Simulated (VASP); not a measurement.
Here is the system:

```xyz
6
Lattice="1.7330 -3.0017 0.0000 1.7330 3.0017 0.0000 0.0000 0.0000 13.6267" Properties=species:S:1:pos:R:3 pbc="T T T"
Te     1.7330     1.0006    12.0176
Te     1.7330    -1.0006     5.2043
Te     1.7330    -1.0006     1.6091
Te     1.7330     1.0006     8.4225
Mo     1.7330     1.0006     3.4067
Mo     1.7330    -1.0006    10.2201
```

All values below come from PBE GGA with D4 dispersion, VASP's PBE PAW potentials (set 64) (plane waves; VASP 6.6.1). Run with 520 eV cut-off, 7×7×2 Γ-centred mesh, Gaussian smearing of 0.050 eV, potentials Te Mo_sv.

**Question.** The ions and cell shape at fixed volume are relaxed. Predict the relaxed structure.

**Answer.** 
```xyz
6
Lattice="1.7393 -3.0126 0.0000 1.7393 3.0126 0.0000 0.0000 0.0000 13.5277" Properties=species:S:1:pos:R:3 pbc="T T T"
Te     1.7393     1.0042    11.9648
Te     1.7393    -1.0042     5.2010
Te     1.7393    -1.0042     1.5629
Te     1.7393     1.0042     8.3267
Mo     1.7393     1.0042     3.3819
Mo     1.7393    -1.0042    10.1458
```
Space group P6_3/mmc (194), at a tolerance of 0.03 Å.

**Question.** How much energy does the relaxation gain?

**Answer.** The energy (σ→0) changes by -4.8 meV/atom, in 6 ionic steps.

```csv
step,E(σ→0) (eV),max force (eV/Å),pressure (GPa),volume (Å³)
1,-39.3195,0.443,3.36,141.77
2,-39.3403,0.054,1.87,141.77
3,-39.3403,0.052,1.87,141.77
4,-39.3458,0.030,1.64,141.77
5,-39.3481,0.009,1.43,141.77
6,-39.3482,0.004,1.39,141.77
```

The compound is MoTe2 in the 2H layered structure. This cell is one point of a volume scan, at 0.97 of the reference volume. Symmetry was kept, so distortions that lower it aren't found.
